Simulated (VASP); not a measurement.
# Band edges against the vacuum: BN(110), part 2 of 3

Where do the bulk band edges lie against the vacuum outside BN(110)?

VASP 6.6.1; PBE; plane waves and PAW (B, N).

So far, gap on the k-mesh (eV): step 3 (band edges of the bulk) 4.48.

**4. Relaxing the slab**

System of this step: BN(110). The cell holds 18 atoms: 9 B and 9 N. Its edges and angles: a = 2.564 Å, b = 3.625 Å, c = 26.254 Å, α = 90.0°, β = 90.0°, γ = 90.0°. It derives from BN. 9 layers, cut at this functional's lattice. Vacuum lies along c.

All atoms relax at the fixed cell.

INCAR reads:

```
SYSTEM = BN
PREC = Normal
ENCUT = 440
EDIFF = 1E-05
NELM = 120
ISMEAR = 0
SIGMA = 0.03
LREAL = Auto
ALGO = Fast
GGA = PE
NBANDS = 54
LORBIT = 11
LWAVE = .FALSE.
LCHARG = .FALSE.
KPAR = 4
IBRION = 2
NSW = 60
ISIF = 2
EDIFFG = -0.03
POTIM = 0.4
MAXMIX = 40
IDIPOL = 3
LDIPOL = .TRUE.
DIPOL = 0.5 0.5 0.5
```

POSCAR reads:

```
BN
1.0
    2.5635602994      0.0000000000      0.0000000000
    0.0000000000      3.6254217434      0.0000000000
    0.0000000000      0.0000000000     26.2542411977
B N
9 9
Direct
    0.0000000000      0.0000000000      0.3047126700
    0.5000000000      0.5000000000      0.3535345000
    0.0000000000      0.0000000000      0.4023563400
    0.5000000000      0.5000000000      0.4511781700
    0.0000000000      0.0000000000      0.5000000000
    0.5000000000      0.5000000000      0.5488218300
    0.0000000000      0.0000000000      0.5976436600
    0.5000000000      0.5000000000      0.6464655000
    0.0000000000      0.0000000000      0.6952873300
    0.0000000000      0.7500000000      0.3535345000
    0.5000000000      0.2500000000      0.3047126700
    0.0000000000      0.7500000000      0.4511781700
    0.5000000000      0.2500000000      0.4023563400
    0.0000000000      0.7500000000      0.5488218300
    0.5000000000      0.2500000000      0.5000000000
    0.0000000000      0.7500000000      0.6464655000
    0.5000000000      0.2500000000      0.5976436600
    0.5000000000      0.2500000000      0.6952873300
```

KPOINTS reads:

```
Automatic mesh
0
Gamma
9 7 1
0 0 0
```

The projector-augmented-wave data sets are B and N (PBE family, release 64).

On the command line:

```sh
mpirun -np 4 vasp_std
```

Log:

```text
[banner, memory and clock lines left out]
running    4 mpi-ranks, on    1 nodes
 distrk:  each k-point on    1 cores,    4 groups
 distr:  one band on    1 cores,    1 groups

 POSCAR found type information on POSCAR B N
 POSCAR found :  2 types and      18 ions
 LDA part: xc-table for (Slater+PW92), standard interpolation
 POSCAR, INCAR and KPOINTS ok, starting setup
 FFT: planning ... GRIDC
 FFT: planning ... GRID_SOFT
 FFT: planning ... GRID
 WAVECAR not read
 entering main loop
       N       E                     dE             d eps       ncg     rms          rms(c)
DAV:   1     0.440531981290E+03    0.44053E+03   -0.31831E+04  2168   0.104E+03
DAV:   2    -0.115815787231E+03   -0.55635E+03   -0.53060E+03  2870   0.279E+02
DAV:   3    -0.161061559461E+03   -0.45246E+02   -0.44841E+02  2640   0.830E+01
DAV:   4    -0.162353803135E+03   -0.12922E+01   -0.12899E+01  3120   0.150E+01
DAV:   5    -0.162383238790E+03   -0.29436E-01   -0.29422E-01  2872   0.203E+00    0.208E+01
RMM:   6    -0.152230942938E+03    0.10152E+02   -0.24632E+01  2167   0.170E+01    0.952E+00
RMM:   7    -0.151967354805E+03    0.26359E+00   -0.61600E+00  2170   0.890E+00    0.593E+00
RMM:   8    -0.151856139126E+03    0.11122E+00   -0.15494E+00  2167   0.464E+00    0.204E+00
RMM:   9    -0.151703373514E+03    0.15277E+00   -0.22801E-01  2187   0.200E+00    0.539E-01
RMM:  10    -0.151705242189E+03   -0.18687E-02   -0.11034E-01  2198   0.109E+00    0.260E-01
RMM:  11    -0.151704976539E+03    0.26565E-03   -0.10265E-02  2163   0.432E-01    0.682E-02
RMM:  12    -0.151705649215E+03   -0.67268E-03   -0.69001E-03  2269   0.248E-01    0.123E-01
RMM:  13    -0.151706073709E+03   -0.42449E-03   -0.36319E-03  2168   0.219E-01    0.726E-02
RMM:  14    -0.151706419819E+03   -0.34611E-03   -0.75308E-04  2217   0.887E-02    0.666E-02
RMM:  15    -0.151706662398E+03   -0.24258E-03   -0.21555E-04  2168   0.467E-02    0.297E-02
RMM:  16    -0.151706840461E+03   -0.17806E-03   -0.12676E-04  2075   0.325E-02    0.880E-03
RMM:  17    -0.151706919959E+03   -0.79497E-04   -0.12584E-04  2133   0.348E-02    0.182E-02
RMM:  18    -0.151706973846E+03   -0.53887E-04   -0.25118E-05  1552   0.193E-02    0.373E-03
RMM:  19    -0.151706999673E+03   -0.25827E-04   -0.89644E-06  1467   0.101E-02    0.266E-03
RMM:  20    -0.151707044849E+03   -0.45175E-04   -0.34133E-06  1381   0.527E-03    0.120E-03
RMM:  21    -0.151707060510E+03   -0.15662E-04   -0.22858E-06  1298   0.407E-03    0.274E-03
RMM:  22    -0.151707070246E+03   -0.97354E-05   -0.66223E-07   886   0.269E-03
   1 F= -.15170707E+03 E0= -.15170707E+03  d E =-.151707E+03
 curvature:   0.00 expect dE= 0.000E+00 dE for cont linesearch  0.000E+00
 trial: gam= 0.00000 g(F)=  0.469E+01 g(S)=  0.000E+00 ort = 0.000E+00 (trialstep = 0.100E+01)
 search vector abs. value=  0.469E+01
 bond charge predicted
       N       E                     dE             d eps       ncg     rms          rms(c)
DAV:   1    -0.153088354977E+03   -0.13813E+01   -0.29234E+02  2426   0.715E+01    0.608E+00
RMM:   2    -0.154227973298E+03   -0.11396E+01   -0.91428E+00  2174   0.128E+01    0.604E+00
RMM:   3    -0.153494970830E+03    0.73300E+00   -0.39812E+00  2172   0.812E+00    0.192E+00
RMM:   4    -0.153541190553E+03   -0.46220E-01   -0.57951E-01  2204   0.330E+00    0.168E+00
RMM:   5    -0.153462029544E+03    0.79161E-01   -0.26470E-01  2171   0.203E+00    0.540E-01
RMM:   6    -0.153461647935E+03    0.38161E-03   -0.28348E-02  2215   0.757E-01    0.267E-01
RMM:   7    -0.153464429037E+03   -0.27811E-02   -0.62506E-03  2196   0.328E-01    0.119E-01
RMM:   8    -0.153467834398E+03   -0.34054E-02   -0.24415E-03  2219   0.175E-01    0.120E-01
RMM:   9    -0.153467948772E+03   -0.11437E-03   -0.13030E-03  2171   0.132E-01    0.217E-02
RMM:  10    -0.153468386815E+03   -0.43804E-03   -0.35213E-04  2221   0.652E-02    0.155E-02
RMM:  11    -0.153468439813E+03   -0.52998E-04   -0.49439E-05  1798   0.272E-02    0.556E-03
RMM:  12    -0.153468453597E+03   -0.13784E-04   -0.94766E-06  1463   0.118E-02    0.278E-03
RMM:  13    -0.153468454854E+03   -0.12579E-05   -0.18915E-06  1440   0.564E-03
   2 F= -.15346845E+03 E0= -.15346845E+03  d E =-.176138E+01
[... from here on, the cycles between the ionic steps are left out ...]
   3 F= -.15359926E+03 E0= -.15359926E+03  d E =-.189219E+01
   4 F= -.15379517E+03 E0= -.15379517E+03  d E =-.195905E+00
   5 F= -.15380057E+03 E0= -.15380057E+03  d E =-.201306E+00
   6 F= -.15382727E+03 E0= -.15382727E+03  d E =-.267031E-01
   7 F= -.15383058E+03 E0= -.15383058E+03  d E =-.300133E-01
   8 F= -.15383917E+03 E0= -.15383917E+03  d E =-.859432E-02
   9 F= -.15383921E+03 E0= -.15383921E+03  d E =-.863414E-02
  10 F= -.15384236E+03 E0= -.15384236E+03  d E =-.314364E-02
  11 F= -.15384237E+03 E0= -.15384237E+03  d E =-.315155E-02
  12 F= -.15384497E+03 E0= -.15384497E+03  d E =-.260728E-02
  13 F= -.15384546E+03 E0= -.15384546E+03  d E =-.309173E-02
  14 F= -.15384734E+03 E0= -.15384734E+03  d E =-.188632E-02
  15 F= -.15384741E+03 E0= -.15384741E+03  d E =-.195443E-02
  16 F= -.15384821E+03 E0= -.15384821E+03  d E =-.795772E-03
 trial-energy change:   -0.000796  1 .order   -0.000744   -0.001705    0.000216
 step:   1.0295(harm=  1.0133)  dis= 0.00487  next Energy=  -153.848218 (dE=-0.806E-03)
 bond charge predicted
       N       E                     dE             d eps       ncg     rms          rms(c)
DAV:   1    -0.153848211916E+03   -0.68716E-06   -0.31480E-03  2552   0.251E-01    0.135E-02
RMM:   2    -0.153848214785E+03   -0.28686E-05   -0.45284E-05  1880   0.306E-02
  17 F= -.15384821E+03 E0= -.15384821E+03  d E =-.802663E-03
 curvature:  -1.04 expect dE=-0.261E-03 dE for cont linesearch -0.721E-06
 trial: gam= 0.15210 g(F)=  0.250E-03 g(S)=  0.000E+00 ort = 0.465E-04 (trialstep = 0.112E+01)
 search vector abs. value=  0.336E-03
 reached required accuracy - stopping structural energy minimisation
```

The job ended after 4.2 min (4 MPI ranks of AMD EPYC 7R43, shared host; peak memory 1.1 GiB; 17 min of CPU time).

OUTCAR, selected parts (step 4):

```text
  LATTYP: Found a simple orthorhombic cell.
 ALAT       =     2.5635602994
 B/A-ratio  =     1.4142135624
 C/A-ratio  =    10.2413199346

 Subroutine GETGRP returns: Found  4 space group operations
 (whereof  4 operations were pure point group operations)

The static configuration has the point symmetry C_2v.

 Found     20 irreducible k-points:

   k-points           NKPTS =     20   k-points in BZ     NKDIM =     20   number of bands    NBANDS=     54

   dimension x,y,z NGX =    14 NGY =   20 NGZ =  140
   dimension x,y,z NGXF=    28 NGYF=   40 NGZF=  280

   ENCUT  =  440.0 eV  32.34 Ry    5.69 a.u.   4.38  6.20 44.90*2*pi/ulx,y,z

   NELECT =      72.0000    total number of electrons

 dipolmoment           0.000000      0.000000      0.000000 electrons x Angstroem

 E-fermi :  -0.3056

 k-point     1 :       0.0000    0.0000    0.0000
  band No.  band energies     occupation
    ...
     32      -1.6858      2.00000
     33      -1.2079      2.00000
     34      -0.9010      2.00000
     35      -0.5601      2.00000
     36      -0.4389      2.00000
     37       3.9729      0.00000
     38       4.6715      0.00000
     39       5.0184      0.00000
     40       5.3340      0.00000
     41       5.9202      0.00000
    ...

 k-point     2 :       0.1111    0.0000    0.0000
  band No.  band energies     occupation
    ...
     32      -2.0345      2.00000
     33      -1.8395      2.00000
     34      -1.7778      2.00000
     35      -0.7052      2.00000
     36      -0.6790      2.00000
     37       4.4586      0.00000
     38       4.8006      0.00000
     39       5.3240      0.00000
     40       5.8352      0.00000
     41       6.2598      0.00000
    ...

  Total       -4.0000690      0.8762146     -2.1266415      0.0000000      0.0000000      0.0000000
  in kB      -26.2649469      5.7533329    -13.9637907      0.0000000      0.0000000      0.0000000
  external PRESSURE =     -11.4918015 kB  Pullay stress =       0.0000000 kB

  energy-cutoff  :      440.00
  volume of cell :      244.01
      direct lattice vectors                 reciprocal lattice vectors
     2.563560299  0.000000000  0.000000000     0.390082496  0.000000000  0.000000000
     0.000000000  3.625421743  0.000000000     0.000000000  0.275829978  0.000000000
     0.000000000  0.000000000 26.254241198     0.000000000  0.000000000  0.038089084

 POSITION                                       TOTAL-FORCE (eV/Angst)
 -----------------------------------------------------------------------------------
      0.00000      0.17537      8.21099        -0.000000     -0.021608      0.016500
      1.28178      1.80856      9.21872        -0.000000     -0.000811      0.009068
      0.00000      3.61683     10.57203        -0.000000      0.011712     -0.018665
      1.28178      1.79380     11.83952        -0.000000      0.007058      0.012706
      0.00000      3.60844     13.12712        -0.000000      0.023919     -0.000000
      1.28178      1.79380     14.41472        -0.000000      0.007058     -0.012706
      0.00000      3.61683     15.68221         0.000000      0.011712      0.018665
      1.28178      1.80856     17.03552        -0.000000     -0.000811     -0.009068
      0.00000      0.17537     18.04325        -0.000000     -0.021608     -0.016500
      0.00000      2.68879      9.24339        -0.000000      0.002578      0.006289
      1.28178      0.84032      7.99403        -0.000000     -0.011314      0.018614
      0.00000      2.70060     11.84065        -0.000000     -0.000673      0.018453
      1.28178      0.89466     10.56035         0.000000     -0.008018      0.018323
      0.00000      2.70060     14.41360        -0.000000     -0.000673     -0.018453
      1.28178      0.88883     13.12712        -0.000000      0.018236     -0.000000
      0.00000      2.68879     17.01085        -0.000000      0.002578     -0.006289
      1.28178      0.89466     15.69389         0.000000     -0.008018     -0.018323
      1.28178      0.84032     18.26021        -0.000000     -0.011314     -0.018614
 -----------------------------------------------------------------------------------
    total drift:                                0.000000     -0.012062     -0.000021

  FREE ENERGIE OF THE ION-ELECTRON SYSTEM (eV)
  ---------------------------------------------------
  free  energy   TOTEN  =      -153.8482147848 eV

  energy  without entropy=     -153.8482147848  energy(sigma->0) =     -153.84821478

 vacuum level on the upper side and lower side of the slab         5.846         5.846

 total charge
# of ion       s       p       d       tot
------------------------------------------
    1        0.733   1.315   0.000   2.048
    2        0.669   1.322   0.000   1.991
    3        0.671   1.326   0.000   1.996
    4        0.675   1.349   0.000   2.024
    5        0.674   1.343   0.000   2.016
    6        0.675   1.349   0.000   2.024
    7        0.671   1.326   0.000   1.996
    8        0.669   1.322   0.000   1.991
    9        0.733   1.315   0.000   2.048
   10        1.225   2.734   0.000   3.959
   11        1.231   2.708   0.000   3.939
   12        1.219   2.734   0.000   3.953
   13        1.220   2.722   0.000   3.942
   14        1.219   2.734   0.000   3.953
   15        1.219   2.733   0.000   3.952
   16        1.225   2.734   0.000   3.959
   17        1.220   2.722   0.000   3.942
   18        1.231   2.708   0.000   3.939
--------------------------------------------------
tot         17.178  36.495   0.000  53.673

[... 1 part as in an earlier step ...]

[... 7 further parts left out ...]
```

CONTCAR:

```
BN
   1.00000000000000
     2.5635602994000002    0.0000000000000000    0.0000000000000000
     0.0000000000000000    3.6254217434000000    0.0000000000000000
     0.0000000000000000    0.0000000000000000   26.2542411977000008
  B               N
     9     9
Direct
     0.0000000000000000    0.0483727684685591    0.3127490176903571
     0.5000000000000000    0.4988551026455951    0.3511326893643867
     0.0000000000000000    0.9976305131396889    0.4026790427270758
     0.5000000000000000    0.4947850503170963    0.4509564469699757
     0.0000000000000000    0.9953156418927019    0.5000000000000000
     0.5000000000000000    0.4947850503170963    0.5490435530300241
     0.0000000000000000    0.9976305131396889    0.5973209572729241
     0.5000000000000000    0.4988551026455951    0.6488673106356132
     0.0000000000000000    0.0483727684685591    0.6872509823096425
     0.0000000000000000    0.7416491882289696    0.3520721715176523
     0.5000000000000000    0.2317859647938859    0.3044851558973126
     0.0000000000000000    0.7449072591113243    0.4509993345705120
     0.5000000000000000    0.2467729056827541    0.4022340378502552
     0.0000000000000000    0.7449072591113243    0.5490006654294882
     0.5000000000000000    0.2451668533315513    0.5000000000000000
     0.0000000000000000    0.7416491882289696    0.6479278284823476
     0.5000000000000000    0.2467729056827541    0.5977659621497449
     0.5000000000000000    0.2317859647938859    0.6955148441026876
```

The run keeps the 4 symmetry operations of its start, so it cannot find a distortion of lower symmetry.

Step by step:

| step | energy less that of the first step (eV) | largest force (eV/Å) |
| --- | --- | --- |
| 1 | 0.0000 | 6.2310 |
| 2 | -1.7614 | 2.0606 |
| 3 | -1.8922 | 1.2870 |
| 4 | -2.0881 | 0.6883 |
| 5 | -2.0935 | 0.6804 |
| 6 | -2.1202 | 0.5030 |
| 7 | -2.1235 | 0.3037 |
| 8 | -2.1321 | 0.1602 |
| 9 | -2.1321 | 0.1638 |
| 10 | -2.1353 | 0.1186 |
| 11 | -2.1353 | 0.1218 |
| 12 | -2.1379 | 0.0889 |
| 13 | -2.1384 | 0.1063 |
| 14 | -2.1403 | 0.0875 |
| 15 | -2.1403 | 0.0876 |
| 16 | -2.1411 | 0.0361 |
| 17 | -2.1411 | 0.0272 |

The atoms that moved most (Å):

| atom | dx | dy | dz | length |
| --- | --- | --- | --- | --- |
| B9 | 0.000 | 0.175 | -0.211 | 0.274 |
| B1 | 0.000 | 0.175 | 0.211 | 0.274 |
| N11 | 0.000 | -0.066 | -0.006 | 0.066 |
| N18 | 0.000 | -0.066 | 0.006 | 0.066 |
| B2 | 0.000 | -0.004 | -0.063 | 0.063 |
| B8 | 0.000 | -0.004 | 0.063 | 0.063 |
| N10 | 0.000 | -0.030 | -0.038 | 0.049 |
| N16 | 0.000 | -0.030 | 0.038 | 0.049 |

Final coordinates:

```xyz
18
Lattice="2.5636 0.0000 0.0000 0.0000 3.6254 0.0000 0.0000 0.0000 26.2542" Properties=species:S:1:pos:R:3
B     0.0000    0.1754    8.2110
B     1.2818    1.8086    9.2187
B     0.0000   -0.0086   10.5720
B     1.2818    1.7938   11.8395
B     0.0000   -0.0170   13.1271
B     1.2818    1.7938   14.4147
B     0.0000   -0.0086   15.6822
B     1.2818    1.8086   17.0355
B     0.0000    0.1754   18.0433
N     0.0000    2.6888    9.2434
N     1.2818    0.8403    7.9940
N     0.0000    2.7006   11.8406
N     1.2818    0.8947   10.5603
N     0.0000    2.7006   14.4136
N     1.2818    0.8888   13.1271
N     0.0000    2.6888   17.0109
N     1.2818    0.8947   15.6939
N     1.2818    0.8403   18.2602
```

Numbers from this step:

```
electronic cycles              : 128
electrons                      : 72
free energy (TOTEN)            : -153.8482 eV
Fermi energy                   : -0.3056 eV
dipole moment                  : 0, 0, 0 e·Å
gap on the k-mesh              : 2.662 eV
least direct gap on the k-mesh : 3.196 eV
```

The run ended after 17 ionic steps, 2.141 eV below its first step, once the forces on the free atoms met EDIFFG = -0.03.

(Continued in part 3 of 3.)

[Lines on the potential files, build, host, timing and source positions are cut from VASP's logs without a mark.]

[Logs are printed without paths, hosts, clocks, repeated set-up lines and the standing remarks that a program may print on its own settings, such as how far it seeks lower states.]

[Hosts, paths, dates, database ids (printed as entryN), source tags and the programs' standing remarks are cut or masked in the printed files.]

[Runs that stopped without an error message from VASP are left out.]
